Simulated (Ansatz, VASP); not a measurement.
# One calculation of CaP5, two programs

```
Ca P
1.0
     6.13285    0.00000    0.00000
    -3.06643    5.31121    0.00000
     0.00000    0.00000    3.33839
Ca P
1 5
Cartesian
  0.0000 0.0000 0.0000
  3.0664 0.0000 1.6692
  1.5332 2.6556 1.6692
  -1.5332 2.6556 1.6692
  0.0000 3.5408 0.0000
  3.0664 1.7704 0.0000
```

Change from the starting cell: species swapped into the YFe5 type (P6/mmm, No. 191).

Alike in both runs: functional PBE; k mesh 9 × 9 × 10; occupations gaussian, width 0.1 eV; no spin polarisation.

Ansatz relaxed the structure, and its values are those at the end. VASP's run is a single point on that final structure, the one shown.

|  | VASP | Ansatz |
| --- | --- | --- |
| version | VASP 6.6.1 | Ansatz 0.2.0 |
| potentials or method | VASP PAW PBE potentials, release 64 (Ca_sv, P) | scalar-relativistic, plane waves, PAW |
| plane-wave cutoff (eV) | 520 | 420 |
| valence electrons in the cell | 35 | 35 |

|  | VASP | Ansatz | Ansatz less VASP |
| --- | --- | --- | --- |
| gap on the k mesh at the Fermi level (eV) | none | none | - |
| pressure (GPa) | -0.1 | 0.0 | +0.12 |

A gap of «none» marks a metal or a gap that the smearing closes. The functional is the same, so the differences come from potentials, cutoffs and numerics.
